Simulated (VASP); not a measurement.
The system is Sn2Bi2O.

```
CELL_PARAMETERS angstrom
5.31962 0.00000 0.00000
0.00000 5.31962 0.00000
0.00000 0.00000 5.53340
ATOMIC_POSITIONS crystal
Sn 0.50000 0.00000 0.98052
Sn 0.00000 0.50000 0.98052
Bi 0.50000 0.00000 0.50520
Bi 0.00000 0.50000 0.50520
O 0.50000 0.50000 0.62842
```

The cell was built by a generator and needn't be a form met in nature.

* Program: VASP 6.6.1
* Task: relaxation of cell and atoms
* Functional: PBE
* Potentials or basis: VASP PAW PBE potentials, release 64 (Sn_d, Bi_d, O)
* Cutoff: 520 eV
* k mesh: 3 × 3 × 3
* Occupations: gaussian, width 0.15 eV
* Spin: no spin polarisation

At the start: pressure 1.1 GPa; volume 31.32 Å³/atom.

Question: Where does the relaxation end?

Answer: Over 19 steps the energy falls by 664.2 meV/atom and the volume is 28.18 Å³/atom (-10.0 %); space group P4mm (No. 99, to 0.05 Å).

Step by step:
```
step  energy change (eV)  largest force (eV/Å)  pressure (GPa)  volume (Å³)
   1              0.0000                1.7991            1.10       156.59
   2             -2.4863                1.2754           -5.69       157.19
   3             -2.4959                1.2425           -5.76       157.59
   4             -2.8973                0.7606            1.71       134.34
   5             -2.9371                0.9526           -0.70       139.06
   6             -3.0402                0.8302            0.43       136.36
   7             -3.0466                0.8066            0.79       135.61
   8             -3.1044                0.7152            0.31       137.29
   9             -3.1850                0.5576           -0.58       140.62
  10             -3.2178                0.2380           -2.47       147.42
  11             -3.2259                0.3870           -1.93       144.99
  12             -3.2607                0.2745           -1.29       143.85
  13             -3.2985                0.1647           -0.24       141.53
  14             -3.3011                0.1571            0.04       140.84
  15             -3.3052                0.1444            0.02       140.67
  16             -3.3128                0.1250            0.19       140.16
  17             -3.3136                0.1091            0.16       139.95
  18             -3.3186                0.0516            0.38       140.22
  19             -3.3210                0.0471            0.03       140.89
```

Final structure:
```
Sn Bi O
1.0
     4.72172    0.00000    0.00000
     0.00000    4.72172    0.00000
     0.00000    0.00000    6.31960
Sn Bi O
2 2 1
Direct
  0.50000 0.00000 0.02162
  0.00000 0.50000 0.02162
  0.50000 0.00000 0.51987
  0.00000 0.50000 0.51987
  0.50000 0.50000 0.51687
```

Caveat: the k mesh is coarse (spacing up to 0.39 Å⁻¹), so the values aren't converged; the relaxation stopped at a loose force limit of 0.08 eV/Å, so its end isn't a converged minimum.
